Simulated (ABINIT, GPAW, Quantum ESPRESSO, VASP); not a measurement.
# Code comparison for Sr (P6_3/mmc, 2 atoms in the cell)

Self-consistent single point, at a second geometry (lattice scaled by 0.98). First geometry:

```xyz
2
Lattice="4.2586 0.0000 0.0000 -2.1293 3.6881 0.0000 0.0000 0.0000 6.9748" Properties=species:S:1:pos:R:3 pbc="T T T"
Sr     0.0000     2.4587     1.7437
Sr     2.1293     1.2294     5.2311
```

Shared settings, as Quantum ESPRESSO writes them: occupations = smearing; smearing = gauss; degauss = 0.019992 Ry; K_POINTS = automatic 12 12 7 0 0 0. Potentials and cutoffs stand in the table.

```csv
code,model,ΔF from the first geometry (meV/atom),pressure (GPa),cutoff
Quantum ESPRESSO,"PBEsol, GBRV 1.5 ultrasoft (PBESOL) pseudopotentials",-3.0,0.19,40 Ry
VASP,"PBEsol, VASP's PBE PAW potentials (set 64)",-3.0,0.15,300 eV
GPAW,"PBEsol, GPAW PAW datasets PBEsol (made by gpaw-setup)",-1.6,0.25,550 eV
ABINIT,"PBEsol, norm-conserving pseudopotentials (PseudoDojo nc-sr-04 PBEsol standard)",-3.3,0.19,34 Ha
```

The spread over the programs that give each value: ΔF from the first geometry within 1.7 meV/atom; pressure within 0.10 GPa.

VASP's run is marked for a possible Pulay error in its stress at this cutoff; no cutoff test was made.

The starting cell comes from a database of computed structures (which also holds hypothetical and non-ambient phases and stackings), without a prior relaxation at this level. Its lattice was rescaled by a random factor within 2.5 % of one. For this run, on top of that: lattice scaled by 0.98.

Left out of this page: Ansatz, CP2K, Elk, FLEUR and SIESTA (not drawn, or without a comparable value).
